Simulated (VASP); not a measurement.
Consider the following.

```yaml
crystal:
  lattice:
    - [2.10411, -3.64442, 0.00000]
    - [2.10411, 3.64442, 0.00000]
    - [0.00000, 0.00000, 7.56933]
  atoms:
    - { symbol: Mg, position: [0.00000, 0.00000, 0.00000] }
    - { symbol: I, position: [0.33333, 0.66667, 0.22066] }
    - { symbol: I, position: [0.66667, 0.33333, 0.77934] }
```

Calculation: PBE GGA, VASP's PBE PAW potentials (set 64) (plane waves; VASP). Numerical set-up: 520 eV cut-off, 7×7×4 Γ-centred mesh, tetrahedra with Blöchl corrections, potentials Mg I.

Without a dispersion term in the relaxation, distances and binding between the weakly bound layers, chains or molecules are unreliable, and so is what depends on them.

Q: Predict the energy per atom (σ→0).

A: 
```yaml
energy per atom (σ→0): -2.579 eV/atom
```

Only differences to runs with the same potentials and settings are physical.

The compound is MgI2 in the 1T layered structure. It was relaxed first, which changed the volume by +13 %.
